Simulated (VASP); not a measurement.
Output of a VASP run:

File OSZICAR:
```
       N       E                     dE             d eps       ncg     rms          rms(c)
DAV:   1     0.343406037365E+02    0.34341E+02   -0.91587E+03  1222   0.175E+03
DAV:   2    -0.493936914228E+02   -0.83734E+02   -0.81117E+02  1340   0.333E+02
DAV:   3    -0.554479320514E+02   -0.60542E+01   -0.60141E+01  1542   0.756E+01
DAV:   4    -0.555574870511E+02   -0.10955E+00   -0.10952E+00  1401   0.116E+01
DAV:   5    -0.555603765881E+02   -0.28895E-02   -0.28895E-02  1574   0.164E+00    0.238E+00
DAV:   6    -0.540044604461E+02    0.15559E+01   -0.46229E-01  1458   0.128E+01    0.152E+00
DAV:   7    -0.539211560157E+02    0.83304E-01   -0.37180E-01  1302   0.742E+00    0.448E-01
DAV:   8    -0.538184184615E+02    0.10274E+00   -0.36561E-01  1222   0.710E+00    0.288E-01
DAV:   9    -0.538797312029E+02   -0.61313E-01   -0.25950E-02  1242   0.206E+00    0.307E-01
DAV:  10    -0.538773870496E+02    0.23442E-02   -0.10306E-02  1352   0.143E+00    0.456E-01
DAV:  11    -0.539031822762E+02   -0.25795E-01   -0.10894E-01  1222   0.475E+00    0.216E-01
DAV:  12    -0.539126471299E+02   -0.94649E-02   -0.28855E-02  1222   0.246E+00    0.222E-01
DAV:  13    -0.539128910214E+02   -0.24389E-03   -0.32350E-04  1707   0.221E-01    0.230E-01
DAV:  14    -0.539129781247E+02   -0.87103E-04   -0.32571E-05  1232   0.845E-02    0.227E-01
DAV:  15    -0.539152962951E+02   -0.23182E-02   -0.38478E-03  1222   0.853E-01    0.143E-01
DAV:  16    -0.539159734509E+02   -0.67716E-03   -0.20679E-03  1222   0.610E-01    0.783E-02
DAV:  17    -0.539154640170E+02    0.50943E-03   -0.22364E-03  1242   0.664E-01    0.567E-02
DAV:  18    -0.539153803808E+02    0.83636E-04   -0.12907E-04  1542   0.148E-01    0.509E-02
DAV:  19    -0.539157863792E+02   -0.40600E-03   -0.39166E-04  1222   0.279E-01    0.405E-02
DAV:  20    -0.539158282455E+02   -0.41866E-04   -0.15810E-04  1222   0.162E-01    0.233E-02
DAV:  21    -0.539159357249E+02   -0.10748E-03   -0.27988E-04  1222   0.235E-01    0.108E-02
DAV:  22    -0.539158054393E+02    0.13029E-03   -0.92809E-05  1272   0.127E-01    0.667E-03
DAV:  23    -0.539157588973E+02    0.46542E-04   -0.82608E-05  1222   0.129E-01    0.253E-03
DAV:  24    -0.539157690522E+02   -0.10155E-04   -0.29517E-05  1222   0.780E-02    0.152E-03
DAV:  25    -0.539157672358E+02    0.18164E-05   -0.51483E-07  1627   0.879E-03    0.106E-03
DAV:  26    -0.539157713064E+02   -0.40706E-05   -0.71395E-06  1222   0.368E-02    0.219E-03
DAV:  27    -0.539157646413E+02    0.66652E-05   -0.16635E-06  1222   0.169E-02    0.398E-04
DAV:  28    -0.539157637482E+02    0.89308E-06   -0.80169E-08   886   0.388E-03    0.512E-04
DAV:  29    -0.539157640890E+02   -0.34079E-06   -0.14706E-07   958   0.546E-03    0.301E-04
DAV:  30    -0.539157651669E+02   -0.10779E-05   -0.52047E-08   621   0.332E-03    0.252E-04
DAV:  31    -0.539157653874E+02   -0.22049E-06   -0.13544E-08   611   0.166E-03    0.156E-04
DAV:  32    -0.539157648427E+02    0.54466E-06   -0.76996E-09   611   0.140E-03    0.674E-05
DAV:  33    -0.539157650320E+02   -0.18927E-06   -0.42609E-09   611   0.110E-03    0.541E-05
DAV:  34    -0.539157651745E+02   -0.14248E-06   -0.12608E-09   611   0.482E-04    0.368E-05
DAV:  35    -0.539157652134E+02   -0.38916E-07   -0.66327E-10   611   0.378E-04
   1 F= -.53915765E+02 E0= -.53915777E+02  d E =0.362527E-04
```

**OUTCAR**
```
------------------------ aborting loop because EDIFF is reached ----------------------------------------
  FORCE on cell =-STRESS in cart. coord.  units (eV):
  Direction    XX          YY          ZZ          XY          YZ          ZX
  --------------------------------------------------------------------------------------
  Total        0.5867153      0.5867153      0.5867153      0.0000000     -0.0000000      0.0000000
  in kB       16.9064818     16.9064818     16.9064818      0.0000000     -0.0000000      0.0000000
  external PRESSURE =      16.9064818 kB  Pullay stress =       0.0000000 kB
  volume of cell :       55.60
      direct lattice vectors                 reciprocal lattice vectors
     0.000000000  3.029364832  3.029364832    -0.165051101  0.165051101  0.165051101
     3.029364832  0.000000000  3.029364832     0.165051101 -0.165051101  0.165051101
     3.029364832  3.029364832  0.000000000     0.165051101  0.165051101 -0.165051101
  FREE ENERGIE OF THE ION-ELECTRON SYSTEM (eV)
  ---------------------------------------------------
  free  energy   TOTEN  =       -53.9157652134 eV

  energy  without entropy=      -53.9158014661  energy(sigma->0) =      -53.91577730
```
(Selected blocks of OUTCAR.)

### POSCAR
```
GaSb
1
    0.0000000000     3.0293648319     3.0293648319
    3.0293648319     0.0000000000     3.0293648319
    3.0293648319     3.0293648319     0.0000000000
Ga Sb
1 1
Direct
  0.0000000000   0.0000000000   0.0000000000
  0.2500000000   0.2500000000   0.2500000000
```

**Question.** Reconstruct the remaining input files.

**Answer.** Several could match; the one computed here: the input of the run itself, SCAN meta-GGA, plane waves, VASP's PBE PAW potentials (set 64).

**INCAR**
```
! general
SYSTEM =GaSb
PREC   =Accurate
ENCUT  =520
LREAL  =.False.
LASPH  =.True.

! electronic loop
EDIFF  =1E-7
NELM   =100
ALGO   =Normal
LMAXMIX=4
LMIXTAU=.True.

! smearing
ISMEAR =1
SIGMA  =0.1

! functional
METAGGA=SCAN

! ions
ISIF   =2

! output
LWAVE  =.False.
LCHARG =.False.
```

**KPOINTS**
```
Automatic mesh
0
Gamma
10 10 10
0 0 0
```

POTCAR, in this order: Ga_d Sb (PBE.64 set). Program: vasp_std.

The compound is GaSb in the zinc blende structure. This cell is one point of a volume scan, at 0.97 of the reference volume.
